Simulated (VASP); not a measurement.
Output of a VASP run:

### OSZICAR
```
       N       E                     dE             d eps       ncg     rms          rms(c)
DAV:   1     0.838301797019E+02    0.83830E+02   -0.11260E+04  5160   0.133E+03
DAV:   2    -0.691125365532E+01   -0.90741E+02   -0.89829E+02  6483   0.277E+02
DAV:   3    -0.139201477443E+02   -0.70089E+01   -0.69493E+01  9751   0.467E+01
DAV:   4    -0.140485843010E+02   -0.12844E+00   -0.12844E+00  5720   0.712E+00
DAV:   5    -0.140523955462E+02   -0.38112E-02   -0.38111E-02  7400   0.886E-01    0.348E+01
DAV:   6    -0.137039260925E+02    0.34847E+00   -0.44719E-01  5160   0.484E+00    0.216E+01
DAV:   7    -0.136489899380E+02    0.54936E-01   -0.88331E-01  6866   0.616E+00    0.186E+00
DAV:   8    -0.136364553010E+02    0.12535E-01   -0.16265E-01  6231   0.272E+00    0.760E-01
DAV:   9    -0.136360304523E+02    0.42485E-03   -0.50874E-03  6912   0.514E-01    0.317E-01
DAV:  10    -0.136360683586E+02   -0.37906E-04   -0.11922E-03  5653   0.348E-01    0.150E-01
DAV:  11    -0.136360585360E+02    0.98227E-05   -0.74090E-05  7489   0.819E-02    0.530E-02
DAV:  12    -0.136360549840E+02    0.35520E-05   -0.11439E-05  5897   0.313E-02    0.216E-02
DAV:  13    -0.136360559869E+02   -0.10029E-05   -0.37813E-06  5454   0.209E-02    0.109E-03
DAV:  14    -0.136360560999E+02   -0.11304E-06   -0.18065E-07  4674   0.271E-03    0.117E-03
DAV:  15    -0.136360559946E+02    0.10532E-06   -0.38315E-08  3014   0.168E-03    0.904E-04
DAV:  16    -0.136360560123E+02   -0.17678E-07   -0.99018E-09  2965   0.623E-04
   1 F= -.13636056E+02 E0= -.13636459E+02  d E =0.120974E-02
```

### OUTCAR
```
------------------------ aborting loop because EDIFF is reached ----------------------------------------
  FORCE on cell =-STRESS in cart. coord.  units (eV):
  Direction    XX          YY          ZZ          XY          YZ          ZX
  --------------------------------------------------------------------------------------
  Total        0.2086573      0.4655997      0.4928189      0.0000000     -0.0000000      0.0000000
  in kB        5.4787528     12.2253368     12.9400352      0.0000000     -0.0000000      0.0000000
  external PRESSURE =      10.2147083 kB  Pullay stress =       0.0000000 kB
  volume of cell :       61.02
      direct lattice vectors                 reciprocal lattice vectors
     1.800452359 -3.087290475  0.000000000     0.277707987 -0.161954310  0.000000000
     1.800452359  3.087290475  0.000000000     0.277707987  0.161954310  0.000000000
     0.000000000  0.000000000  5.488748412     0.000000000  0.000000000  0.182190898
 POSITION                                       TOTAL-FORCE (eV/Angst)
 -----------------------------------------------------------------------------------
      1.80045      1.02910      1.37219         0.000000      0.015765      0.000000
      1.80045     -1.02910      4.11656         0.000000     -0.015765      0.000000
 -----------------------------------------------------------------------------------
    total drift:                                0.000000     -0.000000      0.000000
  FREE ENERGIE OF THE ION-ELECTRON SYSTEM (eV)
  ---------------------------------------------------
  free  energy   TOTEN  =       -13.6360560123 eV

  energy  without entropy=      -13.6372657516  energy(sigma->0) =      -13.63645926
```
(Selected blocks of OUTCAR.)

### POSCAR
```
Y
1
    1.8004523591    -3.0872904753     0.0000000000
    1.8004523591     3.0872904753     0.0000000000
    0.0000000000     0.0000000000     5.4887484120
Y
2
Direct
  0.3333330000   0.6666670000   0.2500000000
  0.6666670000   0.3333330000   0.7500000000
```

### Question
Write an INCAR and KPOINTS that could have produced this output.

### Answer
Several could match; the one computed here: the input of the run itself, PBEsol GGA, plane waves, VASP's PBE PAW potentials (set 64).

**KPOINTS**
```
Automatic mesh
0
Gamma
12 12 6
0 0 0
```

**INCAR**
```
! general
SYSTEM   =  Y
PREC     =  Accurate
ENCUT    =  480
LREAL    =  .False.
LASPH    =  .True.

! electronic loop
EDIFF    =  1E-7
NELM     =  100
ALGO     =  Normal
LMAXMIX  =  4

! smearing
ISMEAR   =  1
SIGMA    =  0.1

! functional
GGA      =  PS

! ions
ISIF     =  2

! output
LWAVE    =  .False.
LCHARG   =  .False.
```

POTCAR, in this order: Y_sv (PBE.64 set). Program: vasp_std.

The compound is Y in the hcp structure. This cell was strained or had an atom moved on purpose.
